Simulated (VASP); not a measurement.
Here is the system:

ZrO$_{2}$ is taken in the cubic space group Fm-3m (No. 225), the fluorite structure, Pearson symbol cF12. Conventional cell: a = 5.118 Å, b = 5.118 Å, c = 5.118 Å, α = 90.00°, β = 90.00°, γ = 90.00°. Zr on 4a is coordinated by 8 O at 2.216 Å (cubic). O on 8c is coordinated by 4 Zr at 2.216 Å (tetrahedral). (Neighbours: up to the widest gap in distance over summed covalent radii, below 1.35, at either atom; cation-cation and far metal-metal contacts left out.)
(The calculation used a cell of 3 atoms; values per cell refer to that cell.)

Method: PBE GGA, VASP's PBE PAW potentials (set 64) (plane waves; VASP). Settings: 600 eV cut-off, 8×8×8 Γ-centred mesh, Gaussian smearing of 0.050 eV, potentials Zr_sv O.

Each relaxation starts from this cell; other phases were not tried.

### Question
The cell is relaxed at 5 GPa. What happens?

### Answer
The volume per atom goes from 11.17 to 10.94 Å³ (-2.1 %), and the cell becomes a = b = c = 5.0822 Å, α = β = γ = 90.00°, space group Fm-3m. The gap on the mesh goes from 3.31 to 3.37 eV.

### Question
The cell is relaxed at 10 GPa. What happens?

### Answer
The volume per atom goes from 11.17 to 10.73 Å³ (-3.9 %), and the cell becomes a = b = c = 5.050 Å, α = β = γ = 90.00°, space group Fm-3m. The gap on the mesh goes from 3.31 to 3.42 eV.

Failed runs are left out, and for metals the shear rows, which the mesh's noise covers.

The compound is ZrO2 in the fluorite structure, the high-temperature cubic form, which is unstable at 0 K; the monoclinic form is the stable one.
